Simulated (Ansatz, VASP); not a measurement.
# TiO2 (Anatase): VASP beside Ansatz

Aim: how closely do two programs agree when they are given the same cell, functional and k mesh?

Calculated with Ansatz 0.2.0; plane waves, with VASP 6.6.1 beside it; single point at PBE.

## (1) Set-up

The structure is tetragonal, space group I4_1/amd (No. 141). The conventional cell has a = 3.784 Å, b = 3.784 Å, c = 9.515 Å, α = 90.00°, β = 90.00°, γ = 90.00°. Ti has 6 O at 1.93 to 1.98 Å nearest. Nearest to O lie 3 Ti at 1.93 to 1.98 Å. Farther neighbours and most contacts between anions are not listed.

## (2) VASP: single point, PBE

With cell and atoms fixed, the geometry can't cause a difference; cores, projectors, grids and the points listed under the comparison can.

Lines of VASP's logs that name or quote its potential files are left out, and so is its time.

File INCAR:

```
SYSTEM = TiO2
PREC = Accurate
ENCUT = 520
EDIFF = 1E-07
NELM = 100
ISMEAR = 0
SIGMA = 0.01
LREAL = .FALSE.
ALGO = Normal
GGA = PE
NBANDS = 30
LORBIT = 11
LWAVE = .FALSE.
LCHARG = .FALSE.
KPAR = 2
```

File POSCAR:

```
TiO2
1.0
   -1.8921000000      1.8921000000      4.7573000000
    1.8921000000     -1.8921000000      4.7573000000
    1.8921000000      1.8921000000     -4.7573000000
Ti O
2 4
Direct
    0.7500000000      0.2500000000      0.5000000000
    0.0000000000      0.0000000000      0.0000000000
    0.7919000000      0.7919000000      0.0000000000
    0.5419000000      0.0419000000      0.5000000000
    0.9581000000      0.4581000000      0.5000000000
    0.2081000000      0.2081000000      0.0000000000
```

File KPOINTS:

```
Automatic mesh
0
Gamma
7 7 7
0 0 0
```

The projector-augmented-wave data sets are Ti_sv and O (PBE family, release 64).

On the command line:

```
> mpirun -np 2 vasp_std
```

Numbers of over 12 decimals in the logs are rounded to 6 here.

The log of the run:

```text
[banner, memory and clock lines left out]
running    2 mpi-ranks, on    1 nodes
 distrk:  each k-point on    1 cores,    2 groups
 distr:  one band on    1 cores,    1 groups

 POSCAR found type information on POSCAR TiO
 POSCAR found :  2 types and       6 ions
 LDA part: xc-table for (Slater+PW92), standard interpolation
 POSCAR, INCAR and KPOINTS ok, starting setup
 FFT: planning ... GRIDC
 FFT: planning ... GRID_SOFT
 FFT: planning ... GRID
 WAVECAR not read
 entering main loop
       N       E                     dE             d eps       ncg     rms          rms(c)
DAV:   1     0.677433869654E+03    0.67743E+03   -0.24899E+04  2400   0.187E+03
DAV:   2     0.456157558113E+02   -0.63182E+03   -0.60008E+03  2570   0.549E+02
DAV:   3    -0.657836987607E+02   -0.11140E+03   -0.10928E+03  3630   0.208E+02
DAV:   4    -0.707918497512E+02   -0.50082E+01   -0.50020E+01  3380   0.455E+01
DAV:   5    -0.710137372795E+02   -0.22189E+00   -0.22184E+00  3290   0.766E+00    0.322E+01
DAV:   6    -0.542319122094E+02    0.16782E+02   -0.10405E+02  3156   0.978E+01    0.116E+01
DAV:   7    -0.539797261168E+02    0.25219E+00   -0.15216E+01  3084   0.320E+01    0.855E+00
DAV:   8    -0.538871388912E+02    0.92587E-01   -0.26871E+00  2886   0.165E+01    0.321E+00
DAV:   9    -0.538223011523E+02    0.64838E-01   -0.58008E-01  3388   0.669E+00    0.109E+00
DAV:  10    -0.538277552049E+02   -0.54541E-02   -0.82187E-02  2794   0.235E+00    0.503E-01
DAV:  11    -0.538237607467E+02    0.39945E-02   -0.27484E-02  3204   0.108E+00    0.114E-01
DAV:  12    -0.538237846179E+02   -0.23871E-04   -0.26785E-03  2702   0.505E-01    0.801E-02
DAV:  13    -0.538237380559E+02    0.46562E-04   -0.18253E-04  2804   0.147E-01    0.234E-02
DAV:  14    -0.538237447955E+02   -0.67397E-05   -0.77833E-05  3288   0.758E-02    0.158E-02
DAV:  15    -0.538237432175E+02    0.15780E-05   -0.21026E-05  3014   0.417E-02    0.351E-03
DAV:  16    -0.538237432608E+02   -0.43278E-07   -0.12276E-06  2866   0.113E-02    0.251E-03
DAV:  17    -0.538237432344E+02    0.26397E-07   -0.41542E-07  2396   0.656E-03
   1 F= -.53823743E+02 E0= -.53823743E+02  d E =-.130263E-53
```

Parts of OUTCAR (step 2):

```text
ion  position               nearest neighbor table
   1  0.750  0.250  0.500-   3 1.93   6 1.93   3 1.93   6 1.93   5 1.98   4 1.98
   2  0.000  0.000  0.000-   4 1.93   5 1.93   4 1.93   5 1.93   3 1.98   6 1.98
   3  0.792  0.792  0.000-   1 1.93   1 1.93   2 1.98
   4  0.542  0.042  0.500-   2 1.93   2 1.93   1 1.98
   5  0.958  0.458  0.500-   2 1.93   2 1.93   1 1.98
   6  0.208  0.208  0.000-   1 1.93   1 1.93   2 1.98

  LATTYP: Found a body centered tetragonal cell.
 ALAT       =     3.7842000000
 C/A-ratio  =     2.5142962846

 Subroutine GETGRP returns: Found 16 space group operations
 (whereof  8 operations were pure point group operations)

The static configuration has the point symmetry D_2d.
 The point group associated with its full space group is D_4h.

 Found     40 irreducible k-points:

   k-points           NKPTS =     40   k-points in BZ     NKDIM =     40   number of bands    NBANDS=     30

   dimension x,y,z NGX =    42 NGY =   42 NGZ =   42
   dimension x,y,z NGXF=    84 NGYF=   84 NGZF=   84

   ENCUT  =  520.0 eV  38.22 Ry    6.18 a.u.  10.15 10.15 10.15*2*pi/ulx,y,z

   NELECT =      48.0000    total number of electrons

 k-points in reciprocal lattice and weights: Automatic mesh
   0.00000000  0.00000000  0.00000000       0.003
   0.14285714  0.00000000  0.00000000       0.023
   0.28571429  0.00000000  0.00000000       0.023
   0.42857143 -0.00000000  0.00000000       0.023
   0.14285714  0.14285714  0.00000000       0.023
   0.28571429  0.14285714  0.00000000       0.047
   0.42857143  0.14285714  0.00000000       0.047
  -0.42857143  0.14285714  0.00000000       0.047
  -0.28571429  0.14285714  0.00000000       0.047
[...]
-0.42857143  0.42857143  0.42857143       0.012
  -0.42857143 -0.42857143  0.42857143       0.006

 average (electrostatic) potential at core
       1 -77.1152       2 -77.1152       3 -70.3099       4 -70.3099       5 -70.3099
       6 -70.3099

 E-fermi :   3.5161

 k-point     1 :       0.0000    0.0000    0.0000
  band No.  band energies     occupation
    ...
     20       2.6309      2.00000
     21       2.6404      2.00000
     22       2.6404      2.00000
     23       2.9304      2.00000
     24       2.9304      2.00000
     25       5.5029      0.00000
     26       6.2426      0.00000
     27       7.3802      0.00000
     28       7.3802      0.00000
     29       7.4074      0.00000
    ...

 k-point     2 :       0.1429    0.0000    0.0000
  band No.  band energies     occupation
    ...
     20       2.1987      2.00000
     21       2.4794      2.00000
     22       2.6331      2.00000
     23       2.6996      2.00000
     24       2.9471      2.00000
     25       5.9431      0.00000
     26       6.3226      0.00000
     27       6.9251      0.00000
     28       7.1213      0.00000
     29       7.3271      0.00000
    ...

 k-point     3 :       0.2857    0.0000    0.0000
  band No.  band energies     occupation
    ...
     20       1.6217      2.00000
     21       1.9114      2.00000
     22       2.5792      2.00000
     23       2.6065      2.00000
     24       2.8519      2.00000
     25       6.4165      0.00000
     26       6.7249      0.00000
     27       6.7851      0.00000
     28       6.9879      0.00000
     29       7.2683      0.00000
    ...

  Total        2.3038606      2.3038606      2.8871313      0.0000000     -0.0000000      0.0000000
  in kB       54.1823805     54.1823805     67.8997874      0.0000000     -0.0000000      0.0000000
  external PRESSURE =      58.7548495 kB  Pullay stress =       0.0000000 kB

  energy-cutoff  :      520.00
  volume of cell :       68.13
      direct lattice vectors                 reciprocal lattice vectors
    -1.892100000  1.892100000  4.757300000     0.000000000  0.264256646  0.105101633
     1.892100000 -1.892100000  4.757300000     0.264256646  0.000000000  0.105101633
     1.892100000  1.892100000 -4.757300000     0.264256646  0.264256646  0.000000000

 POSITION                                       TOTAL-FORCE (eV/Angst)
 -----------------------------------------------------------------------------------
      0.00000      1.89210      2.37865         0.000000      0.000000     -0.000000
      0.00000      0.00000      0.00000         0.000000      0.000000      0.000000
      0.00000      0.00000      7.53461         0.000000      0.000000     -0.124177
      0.00000      1.89210      0.39866        -0.000000     -0.000000     -0.124177
      0.00000      1.89210      4.35864        -0.000000     -0.000000      0.124177
      0.00000      0.00000      1.97999        -0.000000     -0.000000      0.124177
 -----------------------------------------------------------------------------------
    total drift:                                0.000000      0.000000      0.000000

  FREE ENERGIE OF THE ION-ELECTRON SYSTEM (eV)
  ---------------------------------------------------
  free  energy   TOTEN  =       -53.8237432344 eV

  energy  without entropy=      -53.8237432344  energy(sigma->0) =      -53.82374323

 total charge
# of ion       s       p       d       tot
------------------------------------------
    1        2.226   6.301   1.753  10.280
    2        2.226   6.301   1.753  10.280
    3        1.573   3.507   0.000   5.080
    4        1.573   3.507   0.000   5.080
    5        1.573   3.507   0.000   5.080
    6        1.573   3.507   0.000   5.080
--------------------------------------------------
tot         10.742  26.631   3.507  40.880

[... 3 further parts left out ...]
```

The run ends at a pressure of 5.88 GPa, with forces up to 0.12 eV/Å.

## (3) Ansatz: single point, PBE

Ansatz runs on its default PAW (the set named soft_2) files.

The same cell, functional, mesh and smearing now go to Ansatz, which takes its cutoff from its data sets.

File input.yaml:

```yaml
crystal:
  lattice:
    - [-1.8921, 1.8921, 4.7573]
    - [1.8921, -1.8921, 4.7573]
    - [1.8921, 1.8921, -4.7573]
  atoms:
    - { symbol: Ti, position: [0.75, 0.25, 0.5] }
    - { symbol: Ti, position: [0.0, 0.0, 0.0] }
    - { symbol: O, position: [0.7919, 0.7919, 0.0] }
    - { symbol: O, position: [0.5419, 0.0419, 0.5] }
    - { symbol: O, position: [0.9581, 0.4581, 0.5] }
    - { symbol: O, position: [0.2081, 0.2081, 0.0] }
hamiltonian:
  xc: pbe
  pseudopotentials: { kind: paw }
kpoints:
  mp_grid: { grid: [7, 7, 7] }
scf:
  occupations: { method: gaussian, width: 0.01 }
  n_extra_bands: 5
output:
  forces: true
  stress: true
  eigenvalues: true
```

On the command line:

```
> ansatz run input.yaml --threads 4 --pin off --max-ram 9216MiB --backend cpu --events-out ev --progress --plain --runs-dir out
```

The log of the run:

```text
basis.fft_grid_basis auto: the FFT boxes are laid along the combinations [[1, 0, 1], [0, 1, 1], [0, 0, 1]] of the cell's own vectors, 3.784, 3.784 and 5.458 Å long. The dense box has 27×27×40 points. Along the cell's own vectors, as sized, it would have 40×40×40, 2.19 times as many. Of the 16 symmetry operations that the crystal satisfies within crystal.symmetry.tolerance (time reversal apart; of a slab, those that k [...]
scf.n_extra_bands = 5 over 24 filled bands (N_el = 48.0): the run solves 29 bands
Engine: ansatz 0.2.0, aarch64-unknown-linux-gnu
Pseudopotentials: kind: paw
Pseudopotential: Ti, paw, valence charge 12, recommended cutoff 420 eV (normal), Ti.paw.azcp
Pseudopotential: O, paw, valence charge 6, recommended cutoff 420 eV (normal), O.paw.azcp
Functional definition: PBE
  parameter kappa = 0.804
  parameter beta = 0.066725
  exchange = pbe_x(kappa = kappa, mu = beta*pi^2/3)
  correlation = pbe_c(beta = beta)
Crystal: 6 atoms, lattice volume = 68.125 Å³
Basis set: ecut = 420 eV, 1315 PW (Γ), FFT grids on a1+a3, a2+a3, a3, exchange–correlation on 54×54×80 points (8 copies of the dense FFT grid, shifted against one another)
Bands: 29, of which v1, the nominal top of the filled ones, is band 24 counted from 1 (23 counted from 0)
Symmetry: 16 space group operations
Space group: I41/amd (ITA 141), of the structure as read, at distance tolerance 4.1e-5 Å
k-points: 40 of 343
Non-local potential: Ti, projectors of the file, l = 0: 3, l = 1: 2, l = 2: 3, l = 3: 1
Non-local potential: O, projectors of the file, l = 0: 2, l = 1: 2, l = 2: 1
PAW form: soft (Blöchl's): semilocal exchange-correlation on the pseudo side does not see the compensation charge
PAW one-centre angular grid: Ti, 590 points (default); XC on 64 Gauss nodes
PAW one-centre angular grid: O, 110 points (default); XC on 64 Gauss nodes
Initial density: superposition of atomic densities (neutral atoms: chi_scale 0, normalization atom), corrected by the library's trained network
Initial wavefunctions: pseudopotential atomic-orbital guess
Functional: x = pbe(κ = 0.804, μ = 0.219515), c = pbe(β = 0.066725)
SCF iter   1: F=—  HF=-7277.469277 eV  |F-HF|=—  |Δ(HF+E_count)|=         —  Δρ=3.45e-3  dr2=3.16e-3  ethr=1.77e-3  ⟨swp⟩=5.3  Hψ=4877  notcnv=0
preconditioner: auto → none  [insulator: Δε(μ)=2.136 eV  Ē_g=9.527 eV  σ=0.010 eV  W_gap=1.00  n_scr=14 (ndim 8)  ℏωp=25.4 eV  f_vac=0.102  D(μ)=0.00/eV (n_scr^D=0)  ε∞_Penn≈8.1]
SCF iter   2: F=—  HF=-7277.470969 eV  |F-HF|=—  |Δ(HF+E_count)|=   1.69e-3  Δρ=2.65e-3  dr2=3.57e-3  ethr=6.59e-6  ⟨swp⟩=3.4  Hψ=2575  notcnv=0  defer=40
SCF iter   3: F=—  HF=-7277.470815 eV  |F-HF|=—  |Δ(HF+E_count)|=   1.55e-4  Δρ=1.47e-3  dr2=1.00e-3  ethr=6.59e-6  ⟨swp⟩=2.1  Hψ=1914  notcnv=0  defer=40
SCF iter   4: F=—  HF=-7277.470933 eV  |F-HF|=—  |Δ(HF+E_count)|=   1.18e-4  Δρ=6.14e-4  dr2=1.63e-4  ethr=2.08e-6  ⟨swp⟩=2.0  Hψ=1714  notcnv=0  defer=40
SCF iter   5: F=—  HF=-7277.470971 eV  |F-HF|=—  |Δ(HF+E_count)|=   3.79e-5  Δρ=1.32e-4  dr2=7.73e-6  ethr=3.39e-7  ⟨swp⟩=2.0  Hψ=1483  notcnv=0  defer=40
SCF iter   6: F=—  HF=-7277.470829 eV  |F-HF|=—  |Δ(HF+E_count)|=   1.42e-4  Δρ=1.14e-5  dr2=1.86e-8  ethr=2.08e-10  ⟨swp⟩=6.8  Hψ=5778  notcnv=0
SCF iter   7: F=-7277.470829 eV  HF=-7277.470829 eV  |F-HF|=4.26e-10  |Δ(HF+E_count)|=   5.24e-8  Δρ=1.20e-6  dr2=2.48e-10  ethr=3.87e-11  ⟨swp⟩=2.0  Hψ=4010  notcnv=0
SCF 1 converged in 7 iterations: F = -7277.470829 eV  dr2 = 2.48e-10
  greatest PAW one-centre occupation: 0.999 electrons in one spin orbital (limit 2), on the Ti atom at site 1 (counted from 0), in its partial waves of l = 0
SCF converged after 7 iterations
Free energy (F): -7277.470829 eV
Harris-Foulkes:  -7277.470829 eV  (|F-HF|=4.26e-10)
Internal energy: -7277.470829 eV  (E = F + TS)
E sigma→0 (E₀):  -7277.470829 eV
Fermi energy:    8.396884 eV
--- Per-component energies (eV) ---
  E_band       = -455.208808
  E_kinetic    = 1248.479731
  E_local      = -3570.336868  (includes V_loc(G=0)·N_el)
  E_nonlocal   = 196.560253
  E_hartree    = 1385.286634
  E_xc         = -492.965164
  E_vxc        = -624.309416  (∫ρ·V_xc dr)
  E_paw        = -2722.309921  (= ΣΔE_a)
  E_vpaw       = -476.185894  (= ΣTr[D̂ρ^β])
  E_aug_tail   = 0.010058  (compensation charges beyond the density's cutoff)
  E_ewald      = -3322.195552
  E_smearing   = -0.000000  (= −TS)
  E_closure    = -0.000000  (closes the sum)
  Σ components = -7277.470829   (vs F -7277.470829, Δ=0.00e0)
--- Forces (eV/Å), atoms counted from 1 ---
  atom   1  Ti     0.00000000     0.00000000     0.00000000
  atom   2  Ti    -0.00000000     0.00000000    -0.00000000
  atom   3  O      0.00000000     0.00000000    -0.10212645
  atom   4  O     -0.00000000    -0.00000000    -0.10212645
  atom   5  O     -0.00000000     0.00000000     0.10212645
  atom   6  O      0.00000000    -0.00000000     0.10212645
  max |Σ_I F_I| component: 2.78e-17 eV/Å
--- Stress (GPa, compression-positive) ---
        4.736662      -0.000000       0.000000
       -0.000000       4.736662      -0.000000
        0.000000      -0.000000       6.029928
  P = ⅓ Tr σ = 5.1678 GPa (51.678 kbar)
--- Band table (eV; the first three rows and the last of 40) ---
  k-point 0: bands = [... 20 lower, 6.5768, 6.5768, 6.8602, 6.8602, 9.4571, 10.1978, 11.3380, 11.3380, ... 1 higher]
  k-point 1: bands = [... 20 lower, 6.1463, 6.2005, 6.6447, 7.0505, 10.2099, 10.2889, 10.6933, 11.0862, ... 1 higher]
  k-point 2: bands = [... 20 lower, 5.4127, 6.5272, 6.6286, 7.1305, 10.3524, 10.5311, 10.8476, 11.1139, ... 1 higher]
  k-point 39: bands = [... 20 lower, 6.0132, 6.4150, 6.9146, 6.9566, 9.9447, 10.2107, 10.9335, 10.9856, ... 1 higher]
```

Run time: 1.1 s. Hardware: 4 threads of Arm Neoverse V2, shared host; peak memory 0.39 GiB; 3.9 s of CPU time.

The column dr2 measures how far the density is from self-consistency, as an energy; F and HF (Harris–Foulkes) agree once it is small.

The run ends at a pressure of 5.17 GPa, with forces up to 0.10 eV/Å.

## (4) Comparison

Known differences besides the potentials themselves: the cutoff is 420 eV in Ansatz and 520 eV in VASP; VASP leaves aspherical gradient terms in its spheres out (LASPH is not set), Ansatz keeps them. Total energies have different zeros and are not compared.

Compared:

```csv
quantity,Ansatz,VASP,difference
pressure (GPa),5.17,5.88,-0.71
pressure without Ansatz's Pulay correction (GPa),4.49,5.88,-1.39
gap on the k mesh (eV),2.120,2.094,+0.027
```

Forces (eV/Å; atoms numbered as in POSCAR):

```csv
atom,"Ansatz x, y, z","VASP x, y, z"
Ti1,"0.000, 0.000, 0.000","0.000, 0.000, 0.000"
Ti2,"0.000, 0.000, 0.000","0.000, 0.000, 0.000"
O3,"0.000, 0.000, -0.102","0.000, 0.000, -0.124"
O4,"0.000, 0.000, -0.102","0.000, 0.000, -0.124"
O5,"0.000, 0.000, 0.102","0.000, 0.000, 0.124"
O6,"0.000, 0.000, 0.102","0.000, 0.000, 0.124"
```

The forces differ by 10 meV/Å r.m.s., which is 17.7 % of the r.m.s. force of 0.06 eV/Å (both taken over all components). A gap on the mesh is an upper bound, since the band edges may lie between its points. Ansatz's pressure holds a Pulay correction of 0.68 GPa; VASP's holds none.

## (5) Results

```
r.m.s. force difference (single point, PBE) : 10 meV/Å
difference in pressure (single point, PBE)  : -0.71 GPa
```

In words: The r.m.s. force difference is 10 meV/Å (single point, PBE), within the 12 meV/Å picked in this series as the mark of a large difference. Such differences can come from data sets, numerical settings and the points named under the comparisons, not from the functional's error against experiment.

[Lines on the potential files, build, host, timing and source positions are cut from VASP's logs without a mark.]

[Logs are printed without paths, hosts, clocks, repeated set-up lines and the standing remarks that a program may print on its own settings, such as how far it seeks lower states.]

[Hosts, paths, dates, database ids (printed as entryN), source tags and the programs' standing remarks are cut or masked in the printed files.]
